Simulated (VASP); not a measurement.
Output of a VASP run:

**OSZICAR**
```
       N       E                     dE             d eps       ncg     rms          rms(c)
DAV:   1    -0.297716899819E+04   -0.29772E+04   -0.75397E+03   224   0.986E+02
DAV:   2    -0.310190321159E+04   -0.12473E+03   -0.12300E+03   260   0.291E+02
DAV:   3    -0.311118909852E+04   -0.92859E+01   -0.92621E+01   284   0.888E+01
DAV:   4    -0.311134734484E+04   -0.15825E+00   -0.15818E+00   260   0.146E+01
DAV:   5    -0.101211485345E+02    0.31012E+04   -0.11964E+01   260   0.568E+01    0.387E+00
DAV:   6    -0.968907802138E+01    0.43207E+00   -0.16018E+00   230   0.977E+00    0.241E+00
DAV:   7    -0.973583202578E+01   -0.46754E-01   -0.49776E-01   270   0.339E+00    0.186E+00
DAV:   8    -0.974287569869E+01   -0.70437E-02   -0.19894E-02   266   0.102E+00    0.111E+00
DAV:   9    -0.973870695460E+01    0.41687E-02   -0.49075E-03   236   0.470E-01    0.552E-01
DAV:  10    -0.973824722578E+01    0.45973E-03   -0.28155E-03   248   0.258E-01    0.238E-01
DAV:  11    -0.973819841396E+01    0.48812E-04   -0.28105E-04   290   0.113E-01    0.112E-01
DAV:  12    -0.973816428537E+01    0.34129E-04   -0.78486E-05   266   0.725E-02    0.606E-02
DAV:  13    -0.973816756256E+01   -0.32772E-05   -0.41151E-05   262   0.481E-02    0.355E-02
DAV:  14    -0.973817528199E+01   -0.77194E-05   -0.11061E-05   254   0.303E-02    0.230E-02
DAV:  15    -0.973818018298E+01   -0.49010E-05   -0.31657E-06   242   0.177E-02    0.160E-02
DAV:  16    -0.973818281983E+01   -0.26368E-05   -0.12818E-06   180   0.109E-02    0.113E-02
DAV:  17    -0.973818418812E+01   -0.13683E-05   -0.64264E-07   178   0.741E-03    0.813E-03
DAV:  18    -0.973818488244E+01   -0.69432E-06   -0.26402E-07   136   0.450E-03
   1 F= -.97381849E+01 E0= -.97381810E+01  d E =-.779611E-05
```

### OUTCAR
```
------------------------ aborting loop because EDIFF is reached ----------------------------------------
  FORCE on cell =-STRESS in cart. coord.  units (eV):
  Direction    XX          YY          ZZ          XY          YZ          ZX
  --------------------------------------------------------------------------------------
  Total       -0.9746262     -0.9746262     -0.9746262     -0.0000000      0.0000000     -0.0000000
  in kB      -25.3244040    -25.3244040    -25.3244040     -0.0000000      0.0000000     -0.0000000
  external PRESSURE =     -25.3244040 kB  Pullay stress =       0.0000000 kB
  volume of cell :       61.66
      direct lattice vectors                 reciprocal lattice vectors
     0.000000000  3.135642000  3.135642000    -0.159456979  0.159456979  0.159456979
     3.135642000  0.000000000  3.135642000     0.159456979 -0.159456979  0.159456979
     3.135642000  3.135642000  0.000000000     0.159456979  0.159456979 -0.159456979
  FREE ENERGIE OF THE ION-ELECTRON SYSTEM (eV)
  ---------------------------------------------------
  free  energy   TOTEN  =        -9.7381848824 eV

  energy  without entropy=       -9.7381770863  energy(sigma->0) =       -9.73818098

  exchange ACFDT corr.  =         0.00000000  see jH, gK, PRB 81, 115126
```
(Selected blocks of OUTCAR.)

POSCAR:
```
PbSe
1
    0.0000000000     3.1356420000     3.1356420000
    3.1356420000     0.0000000000     3.1356420000
    3.1356420000     3.1356420000     0.0000000000
Pb Se
1 1
Direct
  0.0000000000   0.0000000000   0.0000000000
  0.5000000000   0.5000000000   0.5000000000
```

**Question.** Write an INCAR and KPOINTS that could have produced this output.

**Answer.** Several could match; the one computed here: the input of the run itself, HSE06 screened hybrid, plane waves, VASP's PBE PAW potentials (set 64).

**INCAR**
```
SYSTEM = PbSe
PREC = Accurate
ENCUT = 300
EDIFF = 1E-6
NELM = 100
ALGO = Normal
LREAL = .FALSE.
LASPH = .TRUE.
ISMEAR = -1
SIGMA = 0.05
GGA = PE
HFSCREEN = 0.2
AEXX = 0.25
LHFCALC = .TRUE.
PRECFOCK = Fast
ISYM = 3
LMAXMIX = 4
LWAVE = .FALSE.
LCHARG = .FALSE.
ISIF = 2
```

File KPOINTS:
```
Automatic mesh
0
Gamma
4 4 4
0 0 0
```

POTCAR, in this order: Pb_d Se (PBE.64 set). Program: vasp_std.

At this cut-off the stress carries a Pulay error, which pulls relaxed volumes low.

The structure comes from a computed database's PbSe entry; how it stands against other phases isn't given here. The cell was not relaxed at this level. The k-mesh is coarse (spacing up to 0.43 per Å, 2π included), so the numbers may not be converged in it. The run is one of a series of settings (KPOINTS 4×4×4 Γ-centred mesh against the base run), some of them coarse on purpose.
